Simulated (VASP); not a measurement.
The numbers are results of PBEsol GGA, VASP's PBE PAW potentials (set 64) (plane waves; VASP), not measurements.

A VASP calculation is set up with these files.

**INCAR**
```
# general
SYSTEM  = WC
PREC    = Accurate
ENCUT   = 620
LREAL   = .FALSE.   # projection in real space or not
LASPH   = .TRUE.   # aspherical one-centre terms

# electronic loop
EDIFF   = 1E-6   # SCF stop (eV)
NELM    = 100   # most electronic steps
ALGO    = Normal   # blocked Davidson
LMAXMIX = 6   # l cut-off of mixed one-centre charges

# smearing
ISMEAR  = 1
SIGMA   = 0.1   # width (eV)

# functional
GGA     = PS   # PBEsol

# ions
IBRION  = 2
NSW     = 40
ISIF    = 3
EDIFFG  = -0.02
PSTRESS = 200   # kbar

# output
LWAVE   = .FALSE.
LCHARG  = .FALSE.
```

### KPOINTS
```
Automatic mesh
0
Gamma
15 15 13
0 0 0
```

POSCAR:
```
WC
1
    1.4382334364    -2.4910934631     0.0000000000
    1.4382334364     2.4910934631     0.0000000000
   -0.0000000000     0.0000000000     2.8123941970
W C
1 1
Direct
  0.0000000000   0.0000000000   1.0000000000
  0.3333330000   0.6666670000   0.5000000000
```

POTCAR, in this order: W_sv C (PBE.64 set). Program: vasp_std.

The run wrote:

OUTCAR:
```
 ion  position               nearest neighbor table
   1  0.000  0.000  0.000-   2 2.18   2 2.18   2 2.18   2 2.18   2 2.18   2 2.18
   2  0.333  0.667  0.500-   1 2.18   1 2.18   1 2.18   1 2.18   1 2.18   1 2.18
  LATTYP: Found a hexagonal cell.
 ALAT       =     2.8764669404
 C/A-ratio  =     0.9777251939
 Subroutine PRICEL returns:
 Original cell was already a primitive cell.
 Subroutine GETGRP returns: Found 12 space group operations
The static configuration has the point symmetry D_3h.
The dynamic configuration has the point symmetry D_3h.
 Subroutine INISYM returns: Found 12 space group operations
 Subroutine IBZKPT returns following result:
 Found    189 irreducible k-points:

 Following reciprocal coordinates:
            Coordinates               Weight
  0.000000  0.000000  0.000000      1.000000
  0.066667  0.000000  0.000000      6.000000
  0.133333  0.000000  0.000000      6.000000
  0.200000  0.000000  0.000000      6.000000
  0.266667  0.000000  0.000000      6.000000
  0.333333  0.000000  0.000000      6.000000
  0.400000  0.000000  0.000000      6.000000
  0.466667  0.000000  0.000000      6.000000
  0.066667  0.066667  0.000000      6.000000
  0.133333  0.066667  0.000000     12.000000
  0.200000  0.066667  0.000000     12.000000
  0.266667  0.066667  0.000000     12.000000
  0.333333  0.066667  0.000000     12.000000
  0.400000  0.066667  0.000000     12.000000
  0.466667  0.066667  0.000000      6.000000
  0.133333  0.133333  0.000000      6.000000
  0.200000  0.133333  0.000000     12.000000
  0.266667  0.133333  0.000000     12.000000
  0.333333  0.133333  0.000000     12.000000
  0.400000  0.133333  0.000000     12.000000
  0.200000  0.200000  0.000000      6.000000
  0.266667  0.200000  0.000000     12.000000
  0.333333  0.200000  0.000000     12.000000
...
```

OSZICAR:
```
       N       E                     dE             d eps       ncg     rms          rms(c)
DAV:   1     0.119942388639E+03    0.11994E+03   -0.10937E+04  4914   0.175E+03
DAV:   2    -0.224929140736E+02   -0.14244E+03   -0.13871E+03  5579   0.413E+02
DAV:   3    -0.267446825923E+02   -0.42518E+01   -0.42185E+01  6013   0.647E+01
DAV:   4    -0.267846228811E+02   -0.39940E-01   -0.39923E-01  5392   0.668E+00
DAV:   5    -0.267849289647E+02   -0.30608E-03   -0.30608E-03  5762   0.610E-01    0.351E+01
DAV:   6    -0.239865922901E+02    0.27983E+01   -0.85042E+00  5549   0.306E+01    0.101E+01
DAV:   7    -0.239183917185E+02    0.68201E-01   -0.34122E-01  5134   0.541E+00    0.662E+00
DAV:   8    -0.238874849547E+02    0.30907E-01   -0.61875E-02  5449   0.223E+00    0.789E-01
DAV:   9    -0.238865829032E+02    0.90205E-03   -0.34293E-03  5324   0.441E-01    0.136E-01
DAV:  10    -0.238864636120E+02    0.11929E-03   -0.25294E-04  5609   0.223E-01    0.586E-02
DAV:  11    -0.238864625661E+02    0.10459E-05   -0.18169E-05  5494   0.414E-02    0.940E-03
DAV:  12    -0.238864617229E+02    0.84321E-06   -0.35140E-06  5014   0.169E-02
   1 F= -.21370842E+02 E0= -.21370803E+02  d E =-.213708E+02
       N       E                     dE             d eps       ncg     rms          rms(c)
DAV:   1    -0.246257408573E+02   -0.73928E+00   -0.27585E+01  5009   0.776E+01    0.186E+01
DAV:   2    -0.236982419290E+02    0.92750E+00   -0.18666E+00  5024   0.197E+01    0.401E+00
DAV:   3    -0.235369077677E+02    0.16133E+00   -0.27746E-01  5374   0.605E+00    0.131E+00
DAV:   4    -0.235181643096E+02    0.18743E-01   -0.43700E-02  5544   0.239E+00    0.145E+00
DAV:   5    -0.235176669307E+02    0.49738E-03   -0.57327E-03  5489   0.907E-01    0.726E-02
DAV:   6    -0.235175793543E+02    0.87576E-04   -0.49106E-04  5359   0.201E-01    0.181E-02
DAV:   7    -0.235175749932E+02    0.43612E-05   -0.29586E-05  5349   0.676E-02    0.207E-02
DAV:   8    -0.235175740629E+02    0.93022E-06   -0.27951E-06  4157   0.238E-02
   2 F= -.21223261E+02 E0= -.21223301E+02  d E =0.147581E+00
       N       E                     dE             d eps       ncg     rms          rms(c)
DAV:   1    -0.245538148430E+02   -0.10362E+01   -0.17829E+01  5009   0.663E+01    0.135E+01
DAV:   2    -0.239539677737E+02    0.59985E+00   -0.16162E+00  5054   0.160E+01    0.287E+00
DAV:   3    -0.238636042110E+02    0.90364E-01   -0.17581E-01  5259   0.378E+00    0.831E-01
DAV:   4    -0.238487897226E+02    0.14814E-01   -0.43047E-02  5429   0.243E+00    0.938E-01
DAV:   5    -0.238491268346E+02   -0.33711E-03   -0.32133E-03  5438   0.679E-01    0.917E-02
DAV:   6    -0.238488786441E+02    0.24819E-03   -0.68817E-04  5494   0.204E-01    0.151E-02
DAV:   7    -0.238488791178E+02   -0.47374E-06   -0.35149E-05  5489   0.544E-02    0.165E-02
DAV:   8    -0.238488788357E+02    0.28218E-06   -0.10303E-06  3145   0.955E-03
   3 F= -.21384159E+02 E0= -.21384110E+02  d E =-.133169E-01
       N       E                     dE             d eps       ncg     rms          rms(c)
DAV:   1    -0.238475658187E+02    0.13133E-02   -0.10545E-03  4984   0.491E-01    0.104E-01
DAV:   2    -0.238475296806E+02    0.36138E-04   -0.84875E-05  5034   0.122E-01    0.210E-02
DAV:   3    -0.238475244814E+02    0.51992E-05   -0.97443E-06  5249   0.303E-02    0.623E-03
DAV:   4    -0.238475239042E+02    0.57718E-06   -0.20821E-06  3595   0.173E-02
   4 F= -.21384171E+02 E0= -.21384123E+02  d E =-.133295E-01
       N       E                     dE             d eps       ncg     rms          rms(c)
DAV:   1    -0.238465074422E+02    0.10170E-02   -0.59491E-04  4969   0.369E-01    0.802E-02
DAV:   2    -0.238464865987E+02    0.20843E-04   -0.47403E-05  5004   0.912E-02    0.167E-02
DAV:   3    -0.238464835715E+02    0.30273E-05   -0.58652E-06  5124   0.237E-02    0.459E-03
DAV:   4    -0.238464832978E+02    0.27368E-06   -0.11427E-06  2522   0.130E-02
   5 F= -.21384169E+02 E0= -.21384120E+02  d E =-.133268E-01
       N       E                     dE             d eps       ncg     rms          rms(c)
DAV:   1    -0.238468078151E+02   -0.32424E-03   -0.41359E-02  4954   0.246E+00    0.172E-01
DAV:   2    -0.238459224031E+02    0.88541E-03   -0.17030E-03  5219   0.416E-01    0.927E-02
DAV:   3    -0.238456064349E+02    0.31597E-03   -0.76377E-04  5284   0.260E-01    0.372E-02
DAV:   4    -0.238456067888E+02   -0.35396E-06   -0.20285E-05  5209   0.474E-02    0.211E-02
DAV:   5    -0.238456065514E+02    0.23748E-06   -0.15809E-06  3570   0.136E-02
   6 F= -.21384154E+02 E0= -.21384102E+02  d E =0.142256E-04
       N       E                     dE             d eps       ncg     rms          rms(c)
DAV:   1    -0.238464996040E+02   -0.89282E-03   -0.11433E-02  4954   0.130E+00    0.901E-02
DAV:   2    -0.238462564304E+02    0.24317E-03   -0.46981E-04  5229   0.219E-01    0.485E-02
DAV:   3    -0.238461693406E+02    0.87090E-04   -0.21085E-04  5274   0.136E-01    0.196E-02
DAV:   4    -0.238461692420E+02    0.98580E-07   -0.55370E-06  5173   0.249E-02
   7 F= -.21384262E+02 E0= -.21384212E+02  d E =-.936899E-04
```

**OUTCAR**
```
------------------------ aborting loop because EDIFF is reached ----------------------------------------
  FORCE on cell =-STRESS in cart. coord.  units (eV):
  Direction    XX          YY          ZZ          XY          YZ          ZX
  --------------------------------------------------------------------------------------
  Total        2.4782145      2.4782147      2.4834592      0.0000000      0.0000000      0.0000000
  in kB      201.3247975    201.3248110    201.7508629      0.0000000      0.0000000      0.0000000
  external PRESSURE =       1.4668238 kB  Pullay stress =     200.0000000 kB
  volume of cell :       19.72
      direct lattice vectors                 reciprocal lattice vectors
     1.427168759 -2.471928884 -0.000000000     0.350343992 -0.202271191  0.000000000
     1.427168759  2.471928884 -0.000000000     0.350343992  0.202271191  0.000000000
    -0.000000000 -0.000000000  2.795187244     0.000000000 -0.000000000  0.357757786
 POSITION                                       TOTAL-FORCE (eV/Angst)
 -----------------------------------------------------------------------------------
      0.00000      0.00000      0.00000        -0.000000     -0.000000      0.000000
      1.42717      0.82398      1.39759         0.000000      0.000000     -0.000000
 -----------------------------------------------------------------------------------
    total drift:                                0.000000     -0.000370     -0.000000
  FREE ENERGIE OF THE ION-ELECTRON SYSTEM (eV)
  ---------------------------------------------------
  free  energy   TOTEN  =       -23.8461692420 eV

  energy  without entropy=      -23.8460190663  energy(sigma->0) =      -23.84611918
  enthalpy is  TOTEN    =       -21.3842623890 eV   P V=        2.4619068530

 reached required accuracy - stopping structural energy minimisation
```
(Selected blocks of OUTCAR.)

### CONTCAR
```
WC
   1.00000000000000
     1.4271687590752826   -2.4719288840596874   -0.0000000000000000
     1.4271687590752826    2.4719288840596874   -0.0000000000000000
    -0.0000000000000000   -0.0000000000000000    2.7951872441427654
  W               C
     1     1
Direct
     0.0000000000000000    0.0000000000000000    0.0000000000000000
     0.3333330000000032    0.6666669999999968    0.5000000000000000
```

Energy and stress use the plane-wave basis of the starting cell.

The compound is WC in the wc structure. This run relaxes it under an external pressure of 20 GPa. Symmetry was kept, so distortions that lower it aren't found.
